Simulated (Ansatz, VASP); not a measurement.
# Cross-check of Mo2NO2 between VASP and Ansatz, part 2 of 2

Wanted: the spread between two codes on one cell, functional and k mesh. The cell is taken from a series of runs on this material, whose earlier steps may have relaxed, scaled, displaced or heated it; both programs get it as it stands.

VASP 6.6.1 and Ansatz 0.2.0.

So far. Step 4 (Side by side): The forces differ by 21 meV/Å r.m.s., which is 24.9 % of the r.m.s. force of 0.084 eV/Å (both taken over all components). With vacuum in the cell, a pressure given here is an average over mostly empty space and none of the material.

### 5. VASP: single point, PBEsol, pair 2

Level of this step: PBEsol, no spin polarisation; plane waves and PAW (N, Mo_sv, O) (VASP).

A single point gives forces, pressure and levels at one fixed geometry, so differences don't come from the geometry; what else differs is listed under the comparison.

INCAR reads:

```
SYSTEM = Mo2NO2
PREC = Accurate
ENCUT = 520
EDIFF = 1E-06
NELM = 120
ISMEAR = 1
SIGMA = 0.2
LREAL = .FALSE.
ALGO = Normal
GGA = PS
NBANDS = 55
LASPH = .TRUE.
LORBIT = 11
LWAVE = .FALSE.
LCHARG = .FALSE.
ISIF = 2
LDIPOL = .TRUE.
IDIPOL = 3
DIPOL = 0.5 0.5 0.307
LVHAR = .TRUE.
GGA_COMPAT = .FALSE.
NELMDL = -8
KPAR = 2
```

POSCAR reads:

```
Mo2NO2
1.0
    3.1275982884      0.0000000000      0.0000000000
    0.0000000001      5.4171591411      0.0000000000
    0.0000000000      0.0000000000     32.6000000000
N Mo O
2 4 4
Direct
    0.4552372181      0.5000000000      0.3067484663
    0.0447627819      1.0000000000      0.3067484663
    0.9587465803      0.3333333333      0.3385219659
    0.5412534197      0.8333333333      0.3385219659
    0.5412534197      0.1666666667      0.2749749666
    0.9587465803      0.6666666667      0.2749749666
    0.4761899118      0.1666666667      0.3700275879
    0.0238100882      0.6666666667      0.3700275879
    0.0238100882      0.3333333333      0.2434693446
    0.4761899118      0.8333333333      0.2434693446
```

KPOINTS reads:

```
Automatic mesh
0
Gamma
12 8 1
0 0 0
```

PAW data sets: N, Mo_sv and O (PBE family, release 64).

On the command line:

```sh
mpirun -np 2 vasp_std
```

Numbers of over 12 decimals in the logs are rounded to 6 here.

The program printed:

```text
[banner, memory and clock lines left out]
running    2 mpi-ranks, on    1 nodes
[...]
[... a notice as in an earlier step ...]

 LDA part: xc-table for (Slater+PW92), standard interpolation
 POSCAR, INCAR and KPOINTS ok, starting setup
[...]
entering main loop
       N       E                     dE             d eps       ncg     rms          rms(c)
DAV:   1     0.864044495851E+03    0.86404E+03   -0.49598E+04  5162   0.134E+03
DAV:   2    -0.242616764448E+02   -0.88831E+03   -0.87358E+03  5082   0.355E+02
DAV:   3    -0.110240007454E+03   -0.85978E+02   -0.84518E+02  4508   0.106E+02
DAV:   4    -0.113269416722E+03   -0.30294E+01   -0.29888E+01  4972   0.195E+01
[...]
DAV:  25    -0.966979955781E+02   -0.25060E-05   -0.11272E-07  2485   0.103E-03    0.557E-04
DAV:  26    -0.966979979221E+02   -0.23440E-05   -0.10580E-07  2499   0.897E-04    0.114E-04
DAV:  27    -0.966979985518E+02   -0.62965E-06   -0.40606E-08  2240   0.507E-04
   1 F= -.96697999E+02 E0= -.96696069E+02  d E =-.578806E-02
```

Parts of OUTCAR (step 5):

```text
  Total        2.1134035     -3.1569849      2.2573968     -0.0000000     -0.6707597     -0.0000000
  in kB        6.1304569     -9.1576266      6.5481456     -0.0000000     -1.9457068     -0.0000000
  external PRESSURE =       1.1736586 kB  Pullay stress =       0.0000000 kB

 POSITION                                       TOTAL-FORCE (eV/Angst)
 -----------------------------------------------------------------------------------
      1.42380      2.70858     10.00000         0.242768      0.000000      0.000000
      0.14000      0.00000     10.00000        -0.242768      0.000000      0.000000
      2.99857      1.80572     11.03582         0.081636      0.011101      0.517699
      1.69282      4.51430     11.03582        -0.081636      0.011101      0.517699
      1.69282      0.90286      8.96418        -0.081636     -0.011101     -0.517699
      2.99857      3.61144      8.96418         0.081636     -0.011101     -0.517699
      1.48933      0.90286     12.06290        -0.011944     -0.086606      0.032931
      0.07447      3.61144     12.06290         0.011944     -0.086606      0.032931
      0.07447      1.80572      7.93710         0.011944      0.086606     -0.032931
      1.48933      4.51430      7.93710        -0.011944      0.086606     -0.032931
 -----------------------------------------------------------------------------------
    total drift:                               -0.000000     -0.000001     -0.000211

  FREE ENERGIE OF THE ION-ELECTRON SYSTEM (eV)
  ---------------------------------------------------
  free  energy   TOTEN  =       -96.6979985518 eV

  energy  without entropy=      -96.6922104869  energy(sigma->0) =      -96.69606920

[... 2 parts as in an earlier step ...]

[... 1 further part left out ...]
[key lines of the parts left out:]
E-fermi :  -3.0348
```

The run ends at a pressure of 0.12 GPa, with forces up to 0.52 eV/Å.

### 6. Ansatz: single point, PBEsol, pair 2

The same cell, functional, mesh and smearing now go to Ansatz, which takes its cutoff from its data sets.

The cell is taken from a series of runs on this material, whose earlier steps may have relaxed, scaled, displaced or heated it; both programs get it as it stands.

input.yaml reads:

```yaml
crystal:
  lattice:
    - [3.1275982884, 0.0, 0.0]
    - [1.0e-10, 5.4171591411, 0.0]
    - [0.0, 0.0, 32.6]
  atoms:
    - { symbol: "N", position: [0.4552372181, 0.5, 0.3067484663] }
    - { symbol: "N", position: [0.0447627819, 0.0, 0.3067484663] }
    - { symbol: Mo, position: [-0.0412534197, 0.3333333333, 0.3385219659] }
    - { symbol: Mo, position: [0.5412534197, 0.8333333333, 0.3385219659] }
    - { symbol: Mo, position: [0.5412534197, 0.1666666667, 0.2749749666] }
    - { symbol: Mo, position: [-0.0412534197, 0.6666666667, 0.2749749666] }
    - { symbol: O, position: [0.4761899118, 0.1666666667, 0.3700275879] }
    - { symbol: O, position: [0.0238100882, 0.6666666667, 0.3700275879] }
    - { symbol: O, position: [0.0238100882, 0.3333333333, 0.2434693446] }
    - { symbol: O, position: [0.4761899118, 0.8333333333, 0.2434693446] }
  periodic: [true, true, false]
kpoints:
  mp_grid: { grid: [12, 8, 1] }
hamiltonian:
  xc: pbesol
  pseudopotentials: { kind: paw, azcp: { folder: soft_1 }, xc_functional: pbe }
scf:
  occupations: { method: methfessel_paxton, width: 0.2 }
output:
  forces: true
  stress: true
  eigenvalues: true
  write_density: true
  write_potential: true
  elf: true
  volumetric_format: npy
```

On the command line:

```sh
ansatz run input.yaml --threads 8 --pin off --max-ram 16384MiB --backend cpu --events-out ev --progress --plain --runs-dir out
```

The program printed:

```text
[...]
Crystal: 10 atoms, lattice volume = 552.332 Å³
Basis set: ecut = 420 eV, 10785 PW (Γ), exchange–correlation on 48×80×450 points (8 copies of the dense FFT grid, shifted against one another)
Bands: 55, of which v1, the nominal top of the filled ones, is band 45 counted from 1 (44 counted from 0)
Symmetry: 4 space group operations
[...]
k-points: 35 of 96
[...]
k-point 0: bands = [... 41 lower, -8.5228, -8.0455, -7.1455, -5.8610, -5.7647, -5.5966, -5.4139, -5.1043, ... 6 higher]
  k-point 1: bands = [... 41 lower, -8.2838, -8.0457, -7.2560, -5.9610, -5.7272, -5.5796, -5.2466, -5.0509, ... 6 higher]
  k-point 2: bands = [... 41 lower, -8.0484, -7.8441, -7.4014, -6.0045, -5.9128, -5.3126, -5.0076, -4.9027, ... 6 higher]
  k-point 34: bands = [... 41 lower, -8.0687, -6.1555, -6.1555, -6.1253, -6.1253, -4.8979, -4.8979, -4.6599, ... 6 higher]
[key lines of the parts left out:]
SCF converged after 10 iterations
Free energy (F): -22591.668572 eV
Fermi energy:    -6.028770 eV
P = ½ c Tr σ = -0.9563 N/m
```

### 7. Side by side

Forces (eV/Å; atoms numbered as in POSCAR):

| atom | Ansatz x, y, z | VASP x, y, z |
| --- | --- | --- |
| N1 | 0.252, 0.000, 0.000 | 0.243, 0.000, 0.000 |
| N2 | -0.252, 0.000, 0.000 | -0.243, 0.000, 0.000 |
| Mo3 | 0.067, 0.010, 0.464 | 0.082, 0.011, 0.518 |
| Mo4 | -0.067, 0.010, 0.464 | -0.082, 0.011, 0.518 |
| Mo5 | -0.067, -0.010, -0.464 | -0.082, -0.011, -0.518 |
| Mo6 | 0.067, -0.010, -0.464 | 0.082, -0.011, -0.518 |
| O7 | -0.002, -0.087, 0.009 | -0.012, -0.087, 0.033 |
| O8 | 0.002, -0.087, 0.009 | 0.012, -0.087, 0.033 |
| O9 | 0.002, 0.087, -0.009 | 0.012, 0.087, -0.033 |
| O10 | -0.002, 0.087, -0.009 | -0.012, 0.087, -0.033 |

The forces differ by 23 meV/Å r.m.s., which is 11.1 % of the r.m.s. force of 0.204 eV/Å (both taken over all components). With vacuum in the cell, a pressure given here is an average over mostly empty space and none of the material.

### 8. Results

```
r.m.s. force difference (single point, PBEsol, pair 1) : 21 meV/Å
r.m.s. force difference (single point, PBEsol, pair 2) : 11 % of the r.m.s. force
```

What this shows: The r.m.s. force difference is 11 % of the r.m.s. force (single point, PBEsol, pair 2), beyond the 3 % picked in this series as the mark of a large difference. What causes the difference of the single point, PBEsol, pair 1 pair stays open here. What causes the difference of the single point, PBEsol, pair 2 pair stays open here. How closely two codes agree says nothing of how well the functional describes the real material.

[Lines on the potential files, build, host, timing and source positions are cut from VASP's logs without a mark.]

[Logs are printed without paths, hosts, clocks, repeated set-up lines and the standing remarks that a program may print on its own settings, such as how far it seeks lower states.]

[Hosts, paths, dates, database ids (printed as entryN), source tags and the programs' standing remarks are cut or masked in the printed files.]
